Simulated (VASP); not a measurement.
# ZnCd3Se3S (R3m) in VASP: a series of runs

One crystal, ZnCd3Se3S, is run at these levels: PBE; tasks: equation of state.

Program: VASP 6.6.1. These are calculated values, not measurements. Logs are shortened: lines on timing, memory, paths and dates and some standing lists are left out, and cuts for length are marked.

### 1 The structure

It takes space group R3m (No. 160, trigonal). Conventional cell: a = 8.525 Å, b = 8.525 Å, c = 10.390 Å, α = 90.00°, β = 90.00°, γ = 120.00°. Zn (site symmetry 3m) is surrounded by 1 S at 2.39 Å and 3 Se at 2.51 Å. Cd (site symmetry m) has 1 S at 2.59 Å and 3 Se at 2.67 to 2.68 Å as nearest neighbours. Se (site symmetry m) is surrounded by 1 Zn at 2.51 Å and 3 Cd at 2.67 to 2.68 Å. S (site symmetry 3m) has 1 Zn at 2.39 Å and 3 Cd at 2.59 Å as nearest neighbours.

The cell was built by a generator and needn't be a form met in nature.

### 2 Equation of state, PBE, 27.25 Å³/atom

Input file INCAR:

```
PREC = Accurate
ENCUT = 520
EDIFF = 1E-6
ISMEAR = 0
SIGMA = 0.03
LREAL = False
LASPH = True
NELM = 100
ALGO = Normal
ISIF = 4
LWAVE = False
LCHARG = False
GGA = PE
IBRION = 2
NSW = 30
EDIFFG = -0.02
KPAR = 2
```

Input file KPOINTS:

```
Automatic mesh
0
Gamma
  4 4 4
```

Input file POSCAR:

```
ZnCd3Se3S
1.0
    4.2626510000      2.4610430000      3.4633300000
   -4.2626510000      2.4610430000      3.4633300000
    0.0000000000     -4.9220850000      3.4633300000
Zn Cd Se S
1 3 3 1
Direct
    0.9918050000      0.9918050000      0.9918050000
    0.5064320000      0.9962020000      0.5064320000
    0.9962020000      0.5064320000      0.5064320000
    0.5064320000      0.5064320000      0.9962020000
    0.2372310000      0.7625000000      0.2372310000
    0.7625000000      0.2372310000      0.2372310000
    0.2372310000      0.2372310000      0.7625000000
    0.7616920000      0.7616920000      0.7616920000
```

Potentials or basis: VASP PAW PBE potentials, release 64 (Zn, Cd, Se, S).

Launch:

```sh
$ cat potpaw_PBE.64/Zn/POTCAR potpaw_PBE.64/Cd/POTCAR potpaw_PBE.64/Se/POTCAR potpaw_PBE.64/S/POTCAR > POTCAR
$ mpirun -np 2 vasp_std > vasp.out
```

OUTCAR:

```text
PREC = Accurate
   ENCUT = 520
   EDIFF = 1E-6
   ISMEAR = 0
   LREAL = False
   LASPH = True
   NELM = 100
   ISIF = 4
   GGA = PE
   IBRION = 2
   NSW = 30
   EDIFFG = -0.02

 ion  position               nearest neighbor table
   1  0.992  0.992  0.992-   8 2.39   6 2.51   5 2.51   7 2.51
   2  0.506  0.996  0.506-   8 2.59   7 2.67   6 2.67   5 2.68
   3  0.996  0.506  0.506-   8 2.59   7 2.67   5 2.67   6 2.68
   4  0.506  0.506  0.996-   8 2.59   6 2.67   5 2.67   7 2.68
   5  0.237  0.763  0.237-   1 2.51   4 2.67   3 2.67   2 2.68
   6  0.763  0.237  0.237-   1 2.51   4 2.67   2 2.67   3 2.68
   7  0.237  0.237  0.763-   1 2.51   2 2.67   3 2.67   4 2.68
   8  0.762  0.762  0.762-   1 2.39   2 2.59   3 2.59   4 2.59

  LATTYP: Found a trigonal (rhomboedric) cell.
 ALAT       =     6.0184367476
 COS(alpha) =    -0.0032799841

  Lattice vectors:

 A1 = (   4.2626510000,   2.4610430000,   3.4633300000)
 A2 = (  -4.2626510000,   2.4610430000,   3.4633300000)
 A3 = (   0.0000000000,  -4.9220850000,   3.4633300000)

Analysis of symmetry for initial positions (statically):
=====================================================================
 Subroutine PRICEL returns:
 Original cell was already a primitive cell.

 Routine SETGRP: Setting up the symmetry group for a
 trigonal (rhombohedral) supercell.

 Subroutine GETGRP returns: Found  6 space group operations
 (whereof  6 operations were pure point group operations)
 out of a pool of 12 trial point group operations.

The static configuration has the point symmetry C_3v.

Analysis of symmetry for dynamics (positions and initial velocities):
=====================================================================
 Subroutine PRICEL returns:
 Original cell was already a primitive cell.

 Routine SETGRP: Setting up the symmetry group for a
 trigonal (rhombohedral) supercell.

 Subroutine GETGRP returns: Found  6 space group operations
 (whereof  6 operations were pure point group operations)
 out of a pool of 12 trial point group operations.

The dynamic configuration has the point symmetry C_3v.

 Subroutine INISYM returns: Found  6 space group operations
 (whereof  6 operations are pure point group operations),
 and found     1 'primitive' translations

----------------------------------------------------------------------------------------

                                     Primitive cell

  volume of cell :     217.9938

  direct lattice vectors                    reciprocal lattice vectors
     4.262651000  2.461043000  3.463330000     0.117297897  0.067721974  0.096246477
    -4.262651000  2.461043000  3.463330000    -0.117297897  0.067721974  0.096246477
     0.000000000 -4.922085000  3.463330000     0.000000000 -0.135443947  0.096246496

  length of vectors
     6.018436748  6.018436748  6.018436295     0.166157897  0.166157897  0.166157910

  position of ions in fractional coordinates (direct lattice)
     0.991805000  0.991805000  0.991805000
     0.506432000  0.996202000  0.506432000
     0.996202000  0.506432000  0.506432000
     0.506432000  0.506432000  0.996202000
     0.237231000  0.762500000  0.237231000
     0.762500000  0.237231000  0.237231000
     0.237231000  0.237231000  0.762500000
     0.761692000  0.761692000  0.761692000

  ion indices of the primitive-cell ions
   primitive index   ion index
                 1           1
                 2           2
                 3           3
                 4           4
                 5           5
                 6           6
                 7           7
                 8           8

----------------------------------------------------------------------------------------

 KPOINTS: Automatic mesh

Automatic generation of k-mesh.
 Grid dimensions read from file:
 generate k-points for:    4    4    4

 Generating k-lattice:

  Cartesian coordinates                     Fractional coordinates (reciprocal lattice)
     0.029324474  0.016930493  0.024061619     0.250000000 -0.000000000 -0.000000000
    -0.029324474  0.016930493  0.024061619    -0.000000000  0.250000000 -0.000000000
     0.000000000 -0.033860987  0.024061624     0.000000000  0.000000000  0.250000000

  Length of vectors
     0.041539474  0.041539474  0.041539477

  Shift w.r.t. Gamma in fractional coordinates (k-lattice)
     0.000000000  0.000000000  0.000000000

 Subroutine IBZKPT returns following result:
 ===========================================

 Found     13 irreducible k-points:

 Following reciprocal coordinates:
            Coordinates               Weight
  0.000000  0.000000  0.000000      1.000000
  0.250000  0.000000 -0.000000      6.000000
  0.500000  0.000000 -0.000000      3.000000
  0.250000  0.250000 -0.000000      6.000000
  0.500000  0.250000 -0.000000     12.000000
 -0.250000  0.250000  0.000000      6.000000
  0.500000  0.500000 -0.000000      3.000000
  0.250000  0.250000  0.250000      2.000000
  0.500000  0.250000  0.250000      6.000000
 -0.250000  0.250000  0.250000      6.000000
  0.500000  0.500000  0.250000      6.000000
 -0.250000  0.500000  0.250000      6.000000
  0.500000  0.500000  0.500000      1.000000
   k-points           NKPTS =     13   k-points in BZ     NKDIM =     13   number of bands    NBANDS=     43
   number of dos      NEDOS =    301   number of ions     NIONS =      8
   total plane-waves  NPLWV = 110592
   dimension x,y,z NGX =    48 NGY =   48 NGZ =   48
   dimension x,y,z NGXF=    96 NGYF=   96 NGZF=   96
   ions per type =               1   3   3   1
   NGX,Y,Z   is equivalent  to a cutoff of  13.26, 13.26, 13.26 a.u.
   NGXF,Y,Z  is equivalent  to a cutoff of  26.52, 26.52, 26.52 a.u.
 SYSTEM =  unknown system
   PREC   = accura    normal or accurate (medium, high low for compatibility)
   ISTART =      0    job   : 0-new  1-cont  2-samecut
   ICHARG =      2    charge: 1-file 2-atom 10-const
   ISPIN  =      1    spin polarized calculation?
   LNONCOLLINEAR =      F non collinear calculations
   LSORBIT =      F    spin-orbit coupling
   LASPH  =      T    aspherical Exc in radial PAW
   ENCUT  =  520.0 eV  38.22 Ry    6.18 a.u.  11.19 11.19 11.19*2*pi/ulx,y,z
   NELM   =    100;   NELMIN=  2; NELMDL= -5     # of ELM steps
   EDIFF  = 0.1E-05   stopping-criterion for ELM
   LREAL  =      F    real-space projection
   EDIFFG = -.2E-01   stopping-criterion for IOM
   NSW    =     30    number of steps for IOM
   IBRION =      2    ionic relax: 0-MD 1-quasi-New 2-CG
   NFREE  =      1    steps in history (QN), initial steepest desc. (CG)
   ISIF   =      4    stress and relaxation
   ISYM   =      2    0-nonsym 1-usesym 2-fastsym
   POTIM  = 0.5000    time-step for ionic-motion
   TEBEG  =    0.0;   TEEND  =   0.0 temperature during run
   PSTRESS=    0.0 pullay stress
   NELECT =      72.0000    total number of electrons
   NUPDOWN=      -1.0000    fix difference up-down
   EMIN   =  10.00;   EMAX   =-10.00  energy-range for DOS
   EFERMI =   0.00;   METHOD = LEGACY
   ISMEAR =     0;   SIGMA  =   0.03  broadening in eV -4-tet -1-fermi 0-gaus
   EFERMI_NEDOS =   21; number of points for ismear=-14 and -15
   IALGO  =     38    algorithm
   IMIX   =      4    mixing-type and parameters
     AMIX     =   0.40;   BMIX     =  1.00
     AMIX_MAG =   1.60;   BMIX_MAG =  1.00
  volume/ion in A,a.u.               =      27.25       183.89
  Fermi-wavevector in a.u.,A,eV,Ry     =   1.131630  2.138470 17.423425  1.280586
  Thomas-Fermi vector in A             =   2.268329
   LORBIT       =      0    0 simple, 1 ext, 2 COOP (PROOUT), +10 PAW based schemes
   GGA     = PE    functional components
   LHFCALC =     F    Hartree Fock is set to
   AEXX    =    0.0000 exact exchange contribution
   IVDW    =     0    specifies the selected vdW correction
   LEPSILON=     F    determine dielectric tensor
   LRPA    =     F    only Hartree local field effects (RPA)
 conjugate gradient relaxation of ions
 non-spin polarized calculation
 Gauss-broadening in eV      SIGMA  =   0.03
  energy-cutoff  :      520.00
  volume of cell :      217.99
 maximum number of plane-waves:      5898
 NGX is ok and might be reduce to    48
   NGX = 23   NGY = 23   NGZ = 23

 number of electron      72.0000001 magnetization

 Free energy of the ion-electron system (eV)
  ---------------------------------------------------
  ext. energy  EPLUGINS =         0.00000000
  ---------------------------------------------------
  free energy    TOTEN  =       -23.10896928 eV

  energy without entropy =      -23.10896928  energy(sigma->0) =      -23.10896928

 E-fermi :   0.9838     XC(G=0):  -8.8318

 val. band max:        0.8189038778   @ k =   0.0000   0.0000   0.0000
 cond. band min:       1.5058657695   @ k =   0.0000   0.0000   0.0000
 fundamental gap:      0.6869618917
 Fermi energy:         0.9837503396

 k-point     1 :       0.0000    0.0000    0.0000
  band No.  band energies     occupation
      1     -11.6247      2.00000
      2     -11.0393      2.00000
      3     -11.0393      2.00000
      4     -11.0257      2.00000
      5      -6.9044      2.00000
      6      -6.9044      2.00000
[... 35 lines left out ...]
     42       4.4073      0.00000
     43       4.8676      0.00000

 k-point     2 :       0.2500    0.0000   -0.0000
  band No.  band energies     occupation
      1     -11.5469      2.00000
      2     -11.1182      2.00000
      3     -11.0397      2.00000
      4     -11.0298      2.00000
      5      -6.8940      2.00000
      6      -6.8873      2.00000
[... 35 lines left out ...]
     42       4.9729      0.00000
     43       5.3244      0.00000

 k-point     3 :       0.5000    0.0000   -0.0000
  band No.  band energies     occupation
      1     -11.4053      2.00000
      2     -11.2647      2.00000
      3     -11.0402      2.00000
      4     -11.0303      2.00000
      5      -6.8520      2.00000
      6      -6.8461      2.00000
[... 413 lines left out ...]
      6      -6.8485      2.00000
[... 35 lines left out ...]
     42       6.3069      0.00000
     43       6.5789      0.00000

 k-point    13 :       0.5000    0.5000    0.5000
  band No.  band energies     occupation
      1     -11.2646      2.00000
      2     -11.1585      2.00000
      3     -11.1585      2.00000
      4     -11.1323      2.00000
      5      -6.8646      2.00000
      6      -6.8636      2.00000
[... 35 lines left out ...]
     42       7.0779      0.00000
     43       7.2249      0.00000

------------------------ aborting loop because EDIFF is reached ----------------------------------------

  FORCE on cell =-STRESS in cart. coord.  units (eV):
  Direction    XX          YY          ZZ          XY          YZ          ZX
  --------------------------------------------------------------------------------------
  -------------------------------------------------------------------------------------
  Total        0.0210161      0.0210161      0.0194048      0.0000000      0.0000000     -0.0000000
  in kB        0.1544612      0.1544612      0.1426185      0.0000000      0.0000000     -0.0000000
  external PRESSURE =       0.1505137 kB  Pullay stress =       0.0000000 kB

 VOLUME and BASIS-vectors are now :
 -----------------------------------------------------------------------------
  energy-cutoff  :      520.00
  volume of cell :      217.99
      direct lattice vectors                 reciprocal lattice vectors
     4.262651000  2.461043000  3.463330000     0.117297897  0.067721974  0.096246477
    -4.262651000  2.461043000  3.463330000    -0.117297897  0.067721974  0.096246477
     0.000000000 -4.922085000  3.463330000     0.000000000 -0.135443947  0.096246496

 POSITION                                       TOTAL-FORCE (eV/Angst)
 -----------------------------------------------------------------------------------
      0.00000      0.00000     10.30484        -0.000000     -0.000000     -0.003823
     -2.08772      1.20535      6.95806        -0.000738      0.000426     -0.003212
      2.08772      1.20535      6.95806         0.000738      0.000426     -0.003212
      0.00000     -2.41069      6.95806        -0.000000     -0.000853     -0.003212
     -2.23904      1.29271      4.28401        -0.000513      0.000296      0.003493
      2.23904      1.29271      4.28401         0.000513      0.000296      0.003493
      0.00000     -2.58542      4.28401        -0.000000     -0.000592      0.003493
      0.00000      0.00000      7.91397        -0.000000      0.000000      0.002980
 -----------------------------------------------------------------------------------
    total drift:                               -0.000000     -0.000006     -0.002919

  FREE ENERGIE OF THE ION-ELECTRON SYSTEM (eV)
  ---------------------------------------------------
  free  energy   TOTEN  =       -23.1089692832 eV

  energy  without entropy=      -23.1089692832  energy(sigma->0) =      -23.10896928

 reached required accuracy - stopping structural energy minimisation
```

It took 37 s on 2 MPI ranks of Intel Xeon 6975P-C (Granite Rapids), shared host; peak memory 0.39 GiB.

What came out:

```yaml
Free_energy: -23.1090 eV
Pressure: 0.0 GPa
Largest_force: 0.004 eV/Å
Band_gap_on_the_k_mesh: 0.69 eV, direct
```

### 3 Equation of state, PBE, 26.43 Å³/atom (volume scaled by 0.97)

INCAR is that of step 2.

KPOINTS is that of step 2.

Edit POSCAR of step 2 so:

```diff
@@ -2,5 +2,5 @@
 1.0
-    4.2626510000      2.4610430000      3.4633300000
-   -4.2626510000      2.4610430000      3.4633300000
-    0.0000000000     -4.9220850000      3.4633300000
+    4.2195909752      2.4361822801      3.4283444767
+   -4.2195909752      2.4361822801      3.4283444767
+    0.0000000000     -4.8723635703      3.4283444767
 Zn Cd Se S
```

Potentials or basis: VASP PAW PBE potentials, release 64 (Zn, Cd, Se, S).

Launch:

```sh
$ cat potpaw_PBE.64/Zn/POTCAR potpaw_PBE.64/Cd/POTCAR potpaw_PBE.64/Se/POTCAR potpaw_PBE.64/S/POTCAR > POTCAR
$ mpirun -np 2 vasp_std > vasp.out
```

It took 37 s on 2 MPI ranks of Intel Xeon 6975P-C (Granite Rapids), shared host; peak memory 0.38 GiB.

Results (log left out):

| Property | Result |
| --- | --- |
| Free energy | -23.0761 eV |
| Pressure | 1.6 GPa |
| Largest force | 0.019 eV/Å |
| Band gap on the k mesh | 0.76 eV, direct |

### 4 Equation of state, PBE, 28.07 Å³/atom (volume scaled by 1.03)

INCAR is that of step 3.

KPOINTS is that of step 3.

Edit POSCAR of step 3 so:

```diff
@@ -2,5 +2,5 @@
 1.0
-    4.2195909752      2.4361822801      3.4283444767
-   -4.2195909752      2.4361822801      3.4283444767
-    0.0000000000     -4.8723635703      3.4283444767
+    4.3048582103      2.4854113472      3.4976226263
+   -4.3048582103      2.4854113472      3.4976226263
+    0.0000000000     -4.9708216844      3.4976226263
 Zn Cd Se S
```

Launch:

```sh
$ cat potpaw_PBE.64/Zn/POTCAR potpaw_PBE.64/Cd/POTCAR potpaw_PBE.64/Se/POTCAR potpaw_PBE.64/S/POTCAR > POTCAR
$ mpirun -np 2 vasp_std > vasp.out
```

Run time: 37 s. Hardware: 2 MPI ranks of Intel Xeon 6975P-C (Granite Rapids), shared host; peak memory 0.39 GiB.

The run converged. Its results:

| Property | Result |
| --- | --- |
| Free energy | -23.0808 eV |
| Pressure | -1.4 GPa |
| Largest force | 0.017 eV/Å |
| Band gap on the k mesh | 0.61 eV, direct |

### 5 Equation of state, PBE, 25.61 Å³/atom (volume scaled by 0.94)

INCAR is that of step 4.

KPOINTS is that of step 4.

Edit POSCAR of step 4 so:

```diff
@@ -2,5 +2,5 @@
 1.0
-    4.3048582103      2.4854113472      3.4976226263
-   -4.3048582103      2.4854113472      3.4976226263
-    0.0000000000     -4.9708216844      3.4976226263
+    4.1756337059      2.4108035358      3.3926299579
+   -4.1756337059      2.4108035358      3.3926299579
+    0.0000000000     -4.8216060919      3.3926299579
 Zn Cd Se S
```

Launch:

```sh
$ cat potpaw_PBE.64/Zn/POTCAR potpaw_PBE.64/Cd/POTCAR potpaw_PBE.64/Se/POTCAR potpaw_PBE.64/S/POTCAR > POTCAR
$ mpirun -np 2 vasp_std > vasp.out
```

Run time: 63 s. Hardware: 2 MPI ranks of Intel Xeon 6975P-C (Granite Rapids), shared host; peak memory 0.4 GiB.

It converged, with:

| Quantity | Value |
| --- | --- |
| Free energy | -22.9714 eV |
| Pressure | 3.5 GPa |
| Largest force | 0.005 eV/Å |
| Band gap on the k mesh | 0.84 eV, direct |

### 6 Equation of state, PBE, 28.88 Å³/atom (volume scaled by 1.06)

INCAR is that of step 5.

KPOINTS is that of step 5.

Edit POSCAR of step 5 so:

```diff
@@ -2,5 +2,5 @@
 1.0
-    4.1756337059      2.4108035358      3.3926299579
-   -4.1756337059      2.4108035358      3.3926299579
-    0.0000000000     -4.8216060919      3.3926299579
+    4.3462536171      2.5093109993      3.5312556763
+   -4.3462536171      2.5093109993      3.5312556763
+    0.0000000000     -5.0186209791      3.5312556763
 Zn Cd Se S
```

Potentials or basis: VASP PAW PBE potentials, release 64 (Zn, Cd, Se, S).

Launch:

```sh
$ cat potpaw_PBE.64/Zn/POTCAR potpaw_PBE.64/Cd/POTCAR potpaw_PBE.64/Se/POTCAR potpaw_PBE.64/S/POTCAR > POTCAR
$ mpirun -np 2 vasp_std > vasp.out
```

Run time: 74 s. Hardware: 2 MPI ranks of Intel Xeon 6975P-C (Granite Rapids), shared host; peak memory 0.41 GiB.

Results (log left out):

```
Free energy            : -23.0015 eV
Pressure               : -2.5 GPa
Largest force          : 0.003 eV/Å
Band gap on the k mesh : 0.54 eV, direct
```

### 7 Equation of state, PBE, 24.80 Å³/atom (volume scaled by 0.91)

INCAR is that of step 6.

KPOINTS is that of step 6.

Edit POSCAR of step 6 so:

```diff
@@ -2,5 +2,5 @@
 1.0
-    4.3462536171      2.5093109993      3.5312556763
-   -4.3462536171      2.5093109993      3.5312556763
-    0.0000000000     -5.0186209791      3.5312556763
+    4.1307309387      2.3848789079      3.3561472384
+   -4.1307309387      2.3848789079      3.3561472384
+    0.0000000000     -4.7697568467      3.3561472384
 Zn Cd Se S
```

Launch:

```sh
$ cat potpaw_PBE.64/Zn/POTCAR potpaw_PBE.64/Cd/POTCAR potpaw_PBE.64/Se/POTCAR potpaw_PBE.64/S/POTCAR > POTCAR
$ mpirun -np 2 vasp_std > vasp.out
```

Wall time 70 s (2 MPI ranks of Intel Xeon 6975P-C (Granite Rapids), shared host); peak memory 0.39 GiB.

The run converged. Its results:

```
Free energy            : -22.7814 eV
Pressure               : 5.8 GPa
Largest force          : 0.011 eV/Å
Band gap on the k mesh : 0.93 eV, direct
```

### 8 Equation of state, PBE, 29.70 Å³/atom (volume scaled by 1.09)

INCAR is that of step 7.

KPOINTS is that of step 7.

Edit POSCAR of step 7 so:

```diff
@@ -2,5 +2,5 @@
 1.0
-    4.1307309387      2.3848789079      3.3561472384
-   -4.1307309387      2.3848789079      3.3561472384
-    0.0000000000     -4.7697568467      3.3561472384
+    4.3868751643      2.5327638634      3.5642599788
+   -4.3868751643      2.5327638634      3.5642599788
+    0.0000000000     -5.0655266976      3.5642599788
 Zn Cd Se S
```

Launch:

```sh
$ cat potpaw_PBE.64/Zn/POTCAR potpaw_PBE.64/Cd/POTCAR potpaw_PBE.64/Se/POTCAR potpaw_PBE.64/S/POTCAR > POTCAR
$ mpirun -np 2 vasp_std > vasp.out
```

Run time: 78 s. Hardware: 2 MPI ranks of Intel Xeon 6975P-C (Granite Rapids), shared host; peak memory 0.4 GiB.

The run converged. Its results:

```
Free energy            : -22.8788 eV
Pressure               : -3.5 GPa
Largest force          : 0.004 eV/Å
Band gap on the k mesh : 0.48 eV, direct
```
